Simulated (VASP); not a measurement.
Given:

```
CELL_PARAMETERS angstrom
      2.31051     1.33397     3.78662
     -2.31051     1.33397     3.78662
      0.00000    -2.66794     3.78662
ATOMIC_POSITIONS crystal
  Pb 0.75517 0.75517 0.75517
  Te 0.24483 0.24483 0.24483
```

Method: r2SCAN meta-GGA, VASP's PBE PAW potentials (set 64) (plane waves; VASP). Run with 400 eV cut-off, 8×8×8 Γ-centred mesh, tetrahedra with Blöchl corrections, potentials Pb_d Te.

Unless said otherwise, spin-orbit coupling is left out, though it shifts the bands of the heavy elements here.

Q: Give the energies of bands 7 to 13 at the high-symmetry points, in eV from the valence-band maximum.

A: 
```tsv
band	Γ	T	H2	L	S0	F
7	-5.70	-8.63	-8.10	-8.67	-8.10	-7.43
8	-1.33	-0.89	-3.68	-0.93	-3.97	-4.35
9	-1.33	-0.89	-3.65	-0.91	-2.20	-2.73
10	-1.32	-0.03	-0.37	0.00	-1.95	-2.72
11	4.24	1.18	1.97	1.13	3.74	3.70
12	4.31	1.57	5.55	1.56	3.99	5.72
13	4.31	1.57	5.57	1.60	5.65	5.79
```

The gap is direct, 1.13 eV, from the valence maximum at L to the conduction minimum at L.

The structure was generated: TePb was put into the alpha-GeTe type (R3m), which need not be its known phase. It was relaxed first, which changed the volume by -14 %.
